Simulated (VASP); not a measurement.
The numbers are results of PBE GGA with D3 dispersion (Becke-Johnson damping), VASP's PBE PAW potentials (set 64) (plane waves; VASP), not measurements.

VASP ran on this input.

**POSCAR**
```
Zn
1
    1.2994716252    -2.2507512911     0.0000000000
    1.2994716252     2.2507512911     0.0000000000
    0.0000000000     0.0000000000     4.5572161439
Zn
2
Direct
  0.3333330000   0.6666670000   0.2500000000
  0.6666670000   0.3333330000   0.7500000000
```

KPOINTS:
```
Automatic
0
Gamma
 16 16 8
0 0 0
```

INCAR:
```
# general
SYSTEM  = Zn
PREC    = Accurate
ENCUT   = 520   # plane-wave cut-off (eV)
LREAL   = .FALSE.   # projection in real space or not
LASPH   = .TRUE.

# electronic loop
EDIFF   = 1E-7
NELM    = 100
ALGO    = Normal   # blocked Davidson
LMAXMIX = 4

# smearing
ISMEAR  = 1
SIGMA   = 0.1

# functional
GGA     = PE
IVDW    = 12   # D3, Becke-Johnson

# ions
IBRION  = 2
NSW     = 30
ISIF    = 4   # ions and shape, fixed volume
EDIFFG  = -0.01

# output
LWAVE   = .FALSE.
LCHARG  = .FALSE.
```

POTCAR, in this order: Zn (PBE.64 set). Program: vasp_std.

What VASP printed:

**OUTCAR**
```
 ion  position               nearest neighbor table
   1  0.333  0.667  0.250-   2 2.73   2 2.73   2 2.73   2 2.73   2 2.73   2 2.73
   2  0.667  0.333  0.750-   1 2.73   1 2.73   1 2.73   1 2.73   1 2.73   1 2.73
  LATTYP: Found a hexagonal cell.
 ALAT       =     2.5989436083
 C/A-ratio  =     1.7534878900
 Subroutine PRICEL returns:
 Original cell was already a primitive cell.
 Subroutine GETGRP returns: Found 24 space group operations
The static configuration has the point symmetry D_3d.
 The point group associated with its full space group is D_6h.
The dynamic configuration has the point symmetry D_3d.
 Subroutine INISYM returns: Found 24 space group operations
 Subroutine IBZKPT returns following result:
 Found    150 irreducible k-points:

 Following reciprocal coordinates:
            Coordinates               Weight
  0.000000  0.000000  0.000000      1.000000
  0.062500  0.000000  0.000000      6.000000
  0.125000  0.000000  0.000000      6.000000
  0.187500  0.000000  0.000000      6.000000
  0.250000  0.000000  0.000000      6.000000
  0.312500  0.000000  0.000000      6.000000
  0.375000  0.000000  0.000000      6.000000
  0.437500  0.000000  0.000000      6.000000
  0.500000  0.000000  0.000000      3.000000
  0.062500  0.062500  0.000000      6.000000
  0.125000  0.062500  0.000000     12.000000
  0.187500  0.062500  0.000000     12.000000
  0.250000  0.062500  0.000000     12.000000
  0.312500  0.062500  0.000000     12.000000
  0.375000  0.062500  0.000000     12.000000
  0.437500  0.062500  0.000000     12.000000
  0.125000  0.125000  0.000000      6.000000
  0.187500  0.125000  0.000000     12.000000
  0.250000  0.125000  0.000000     12.000000
  0.312500  0.125000  0.000000     12.000000
  0.375000  0.125000  0.000000     12.000000
  0.437500  0.125000  0.000000      6.000000
...
```

OSZICAR:
```
       N       E                     dE             d eps       ncg     rms          rms(c)
DAV:   1     0.949574740109E+02    0.94957E+02   -0.12937E+04  4920   0.247E+03
DAV:   2     0.102771353256E+00   -0.94855E+02   -0.93608E+02  4888   0.304E+02
DAV:   3    -0.236517447361E+01   -0.24679E+01   -0.24635E+01  5736   0.608E+01
DAV:   4    -0.237171283311E+01   -0.65384E-02   -0.65374E-02  5776   0.308E+00
DAV:   5    -0.237172140582E+01   -0.85727E-05   -0.85728E-05  5824   0.935E-02    0.540E+00
DAV:   6    -0.211195396899E+01    0.25977E+00   -0.11787E+00  5016   0.255E+01    0.381E+00
DAV:   7    -0.209763662006E+01    0.14317E-01   -0.37887E-02  6064   0.375E+00    0.190E+00
DAV:   8    -0.209129015489E+01    0.63465E-02   -0.17248E-03  6920   0.792E-01    0.465E-02
DAV:   9    -0.209127764805E+01    0.12507E-04   -0.25302E-04  6800   0.250E-01    0.301E-02
DAV:  10    -0.209128033767E+01   -0.26896E-05   -0.24268E-05  5304   0.653E-02    0.330E-03
DAV:  11    -0.209128005663E+01    0.28105E-06   -0.67526E-08  4856   0.360E-03    0.181E-03
DAV:  12    -0.209127966232E+01    0.39430E-06   -0.31916E-08  3224   0.427E-03    0.973E-05
DAV:  13    -0.209127965659E+01    0.57353E-08   -0.81814E-09  2832   0.943E-04
   1 F= -.30127496E+01 E0= -.30127661E+01  d E =-.301275E+01
       N       E                     dE             d eps       ncg     rms          rms(c)
DAV:   1    -0.211539591440E+01   -0.24116E-01   -0.45636E-01  5632   0.653E+00    0.926E-01
DAV:   2    -0.210182188730E+01    0.13574E-01   -0.12615E-02  5248   0.225E+00    0.556E-01
DAV:   3    -0.209455325727E+01    0.72686E-02   -0.91014E-03  6768   0.181E+00    0.626E-02
DAV:   4    -0.209463395529E+01   -0.80698E-04   -0.10072E-03  5208   0.378E-01    0.365E-02
DAV:   5    -0.209463174488E+01    0.22104E-05   -0.70375E-06  5816   0.695E-02    0.393E-03
DAV:   6    -0.209463126013E+01    0.48475E-06   -0.69280E-07  5808   0.129E-02    0.106E-03
DAV:   7    -0.209463128436E+01   -0.24227E-07   -0.10567E-07  2944   0.439E-03
   2 F= -.30162370E+01 E0= -.30162597E+01  d E =-.348744E-02
       N       E                     dE             d eps       ncg     rms          rms(c)
DAV:   1    -0.216638557594E+01   -0.71754E-01   -0.15507E+00  5688   0.120E+01    0.170E+00
DAV:   2    -0.211951751403E+01    0.46868E-01   -0.44490E-02  5216   0.403E+00    0.102E+00
DAV:   3    -0.209452428103E+01    0.24993E-01   -0.33074E-02  6744   0.327E+00    0.118E-01
DAV:   4    -0.209478324201E+01   -0.25896E-03   -0.33545E-03  5160   0.683E-01    0.753E-02
DAV:   5    -0.209477540144E+01    0.78406E-05   -0.38554E-05  5528   0.109E-01    0.115E-02
DAV:   6    -0.209477183171E+01    0.35697E-05   -0.36873E-06  6680   0.368E-02    0.124E-03
DAV:   7    -0.209477193829E+01   -0.10658E-06   -0.45000E-07  5280   0.818E-03    0.585E-04
DAV:   8    -0.209477196432E+01   -0.26032E-07   -0.23572E-09  2672   0.966E-04
   3 F= -.30166846E+01 E0= -.30165520E+01  d E =-.393503E-02
       N       E                     dE             d eps       ncg     rms          rms(c)
DAV:   1    -0.210574484888E+01   -0.10973E-01   -0.22274E-01  5624   0.457E+00    0.645E-01
DAV:   2    -0.209908254594E+01    0.66623E-02   -0.60009E-03  5256   0.154E+00    0.386E-01
DAV:   3    -0.209558761967E+01    0.34949E-02   -0.44413E-03  6768   0.124E+00    0.437E-02
DAV:   4    -0.209562402335E+01   -0.36404E-04   -0.49003E-04  5080   0.269E-01    0.231E-02
DAV:   5    -0.209562426261E+01   -0.23927E-06   -0.32226E-06  5856   0.643E-02    0.206E-03
DAV:   6    -0.209562418975E+01    0.72867E-07   -0.38605E-07  4800   0.987E-03
   4 F= -.30174118E+01 E0= -.30173032E+01  d E =-.466217E-02
       N       E                     dE             d eps       ncg     rms          rms(c)
DAV:   1    -0.209737116836E+01   -0.17469E-02   -0.35620E-02  5648   0.182E+00    0.258E-01
DAV:   2    -0.209629518249E+01    0.10760E-02   -0.96553E-04  5248   0.624E-01    0.155E-01
DAV:   3    -0.209573613408E+01    0.55905E-03   -0.71633E-04  6784   0.500E-01    0.176E-02
DAV:   4    -0.209574165811E+01   -0.55240E-05   -0.77953E-05  5128   0.107E-01    0.946E-03
DAV:   5    -0.209574193359E+01   -0.27548E-06   -0.48173E-07  5720   0.252E-02    0.784E-04
DAV:   6    -0.209574190062E+01    0.32975E-07   -0.51965E-08  2760   0.372E-03
   5 F= -.30174823E+01 E0= -.30174574E+01  d E =-.473274E-02
```

File OUTCAR:
```
------------------------ aborting loop because EDIFF is reached ----------------------------------------
 Edisp (eV)   -0.92174
  FORCE on cell =-STRESS in cart. coord.  units (eV):
  Direction    XX          YY          ZZ          XY          YZ          ZX
  --------------------------------------------------------------------------------------
  Total       1.16992     1.16992     1.17693     0.00000     0.00000    -0.00000
  in kB      70.31411    70.31414    70.73532     0.00000     0.00000    -0.00000
  external pressure =       70.45 kB  Pullay stress =        0.00 kB
  volume of cell :       26.66
      direct lattice vectors                 reciprocal lattice vectors
     1.289455936 -2.233403641  0.000000000     0.387760439 -0.223873549  0.000000000
     1.289455936  2.233403641  0.000000000     0.387760439  0.223873549  0.000000000
    -0.000000000  0.000000000  4.628286240    -0.000000000  0.000000000  0.216062695
 POSITION                                       TOTAL-FORCE (eV/Angst)
 -----------------------------------------------------------------------------------
      1.28946      0.74447      1.15707        -0.000000      0.000000      0.000000
      1.28946     -0.74447      3.47121         0.000000     -0.000000      0.000000
 -----------------------------------------------------------------------------------
    total drift:                                0.000000      0.000059      0.000004
  FREE ENERGIE OF THE ION-ELECTRON SYSTEM (eV)
  ---------------------------------------------------
  free  energy   TOTEN  =        -3.0174823484 eV

  energy  without entropy=       -3.0174076002  energy(sigma->0) =       -3.01745743

 reached required accuracy - stopping structural energy minimisation
```
(Selected blocks of OUTCAR.)

File CONTCAR:
```
Zn
   1.00000000000000
     1.2894559363374958   -2.2334036406314213    0.0000000000000000
     1.2894559363374958    2.2334036406314213    0.0000000000000000
    -0.0000000000000000    0.0000000000000000    4.6282862395133426
  Zn
     2
Direct
     0.3333330000000032    0.6666669999999968    0.2500000000000000
     0.6666669999999968    0.3333330000000032    0.7500000000000000
```

The compound is Zn in the hcp structure. This cell is one point of a volume scan, at 0.94 of the reference volume. Symmetry was kept, so distortions that lower it aren't found.
